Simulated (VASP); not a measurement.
An input for Ansatz (written as the equivalent of a VASP run, and not itself run):

Ansatz 0.2 input:
```yaml
crystal:
  lattice:
    - [4.5323519, 0.0000000, 0.0000000]
    - [0.0000000, 4.5323519, 0.0000000]
    - [0.0000000, 0.0000000, 2.9991680]
  atoms:
    - { symbol: Mg, position: [1.0000000, 0.0000000, 1.0000000] }
    - { symbol: Mg, position: [0.5000000, 0.5000000, 0.5000000] }
    - { symbol: F, position: [0.3027591, 0.3027591, 0.0000000] }
    - { symbol: F, position: [0.8027591, 0.1972409, 0.5000000] }
    - { symbol: F, position: [0.1972409, 0.8027591, 0.5000000] }
    - { symbol: F, position: [0.6972409, 0.6972409, 1.0000000] }
kpoints:
  mp_grid: { grid: [5, 5, 7] }
hamiltonian:
  xc: lda
  pseudopotentials: { kind: paw }
scf:
  occupations: { method: gaussian, width: 0.05 }
  max_iter: 100
relax:
  max_steps: 60
  f_tol: 0.02
  cell: {}
output: { forces: true, stress: true, eigenvalues: true }
```

### Question
Write the VASP files for the same calculation (LDA).

### Answer
This is not unique; one that fits is 
### KPOINTS
```
Automatic mesh
0
Gamma
5 5 7
0 0 0
```

File POSCAR:
```
MgF2
1.0
  4.5323519143   0.0000000000   0.0000000000
  0.0000000000   4.5323519143   0.0000000000
  0.0000000000   0.0000000000   2.9991680484
Mg F
2 4
Cartesian
  4.5323519143   0.0000000000   2.9991680484
  2.2661759572   2.2661759572   1.4995840242
  1.3722107003   1.3722107003   0.0000000000
  3.6383866575   0.8939652568   1.4995840242
  0.8939652568   3.6383866575   1.4995840242
  3.1601412140   3.1601412140   2.9991680484
```

INCAR:
```
SYSTEM = MgF2
PREC = Accurate
ENCUT = 520
EDIFF = 1E-6
NELM = 100
ALGO = Normal
LREAL = .FALSE.
LASPH = .TRUE.
ISMEAR = 0
SIGMA = 0.05
LWAVE = .FALSE.
LCHARG = .FALSE.
IBRION = 2
ISIF = 3
NSW = 60
EDIFFG = -0.02
```

POTCAR, in this order: Mg F (LDA.64 set). Program: vasp_std.

Limits of the translation: each code has its own PAW files, so the cut-off isn't converted (ENCUT is set for VASP's; basis.ecutwfc is left out, and Ansatz then takes the one that its files recommend); Ansatz stops its SCF on the density residual and VASP on the energy change (EDIFF); Ansatz's lda is the Perdew-Wang form, while the LDA potentials of VASP carry Perdew-Zunger's.

The compound is MgF2 in the rutile structure. It was relaxed first, which changed the volume by -5 %. The start is the result of an earlier pass.
